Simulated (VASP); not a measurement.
LiY3:

```xyz
4
Lattice="-2.3672 2.3672 5.3266 2.3672 -2.3672 5.3266 2.3672 2.3672 -5.3266" Properties=species:S:1:pos:R:3 pbc="T T T"
Y     0.0000    0.0000    5.3266
Y     2.3672    0.0000    2.6633
Y     0.0000    2.3672    2.6633
Li    0.0000    0.0000    0.0000
```

The cell comes from a database or a generator and needn't be the stable form of this composition.

- Program: VASP 6.6.1
- Task: relaxation of cell and atoms
- Functional: RPBE
- Dispersion: D3(BJ)
- Potentials or basis: VASP PAW PBE potentials, release 64 (Y_sv, Li_sv)
- Cutoff: 600 eV
- k mesh: 6 × 6 × 6
- Occupations: fermi-dirac, width 0.05 eV
- Spin: no spin polarisation

At the start: pressure -13.5 GPa; volume 29.85 Å³/atom.

**Question.** Where does the relaxation end?

**Answer.** Over 11 steps the energy falls by 638.0 meV/atom and the volume is 19.01 Å³/atom (-36.3 %); space group I4/mmm (No. 139, to 0.05 Å).

Step by step:
```csv
step,energy change (eV),largest force (eV/Å),pressure (GPa),volume (Å³)
1,0.0000,0.0000,-13.51,119.39
2,-2.4674,0.0000,-3.43,80.96
3,-2.5206,0.0000,-0.47,76.88
4,-2.5219,0.0000,0.04,76.15
5,-2.5408,0.0000,0.08,76.00
6,-2.5514,0.0000,0.26,75.75
7,-2.5516,0.0000,0.33,75.72
8,-2.5515,0.0000,0.32,75.67
9,-2.5516,0.0000,0.28,75.70
10,-2.5519,0.0000,-0.13,76.20
11,-2.5520,0.0000,-0.02,76.06
```

Final structure:
```xyz
4
Lattice="-2.0818 2.0818 4.3876 2.0818 -2.0818 4.3876 2.0818 2.0818 -4.3876" Properties=species:S:1:pos:R:3 pbc="T T T"
Y     0.0000    0.0000    4.3876
Y     2.0818    0.0000    2.1938
Y     0.0000    2.0818    2.1938
Li    0.0000    0.0000    0.0000
```

Caveat: the cutoff is under 1.25 times the usual one of these potentials, so pressure, stress and relaxed cells hold a basis-set (Pulay) error; the volume moved by over 15 % at a fixed basis, so the end points are rough; the PAW data sets were made with another functional, which shifts forces and pressure a little; pairwise dispersion overbinds metals, which lowers pressure and volume.
